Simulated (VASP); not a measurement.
Consider the following.

```yaml
crystal:
  lattice:
    - [0.00000, 3.16078, 3.16078]
    - [3.16078, 0.00000, 3.16078]
    - [3.16078, 3.16078, 0.00000]
  atoms:
    - { symbol: Mg, position: [0.25000, 0.25000, 0.25000] }
    - { symbol: Mg, position: [0.75000, 0.75000, 0.75000] }
    - { symbol: Si, position: [0.00000, 0.00000, 0.00000] }
```

Computed with PBEsol GGA, VASP's PBE PAW potentials (set 64) (plane waves; VASP). Numerical set-up: 400 eV cut-off, 6×6×6 Γ-centred mesh, Gaussian smearing of 0.050 eV, potentials Mg Si.

**Question.** Predict the energy per atom (σ→0), band gap (on the k-mesh) with the smallest direct gap where there is one.

**Answer.** 
| Property | Result |
|---|---|
| band gap (on the k-mesh) | 0.10 eV |
| smallest direct gap (on the k-mesh) | 1.89 eV |
| energy per atom (σ→0) | -3217 meV/atom |

Only differences to runs with the same potentials and settings are physical.

The compound is Mg2Si in the antifluorite structure. It was relaxed first. The start is the result of an earlier pass.
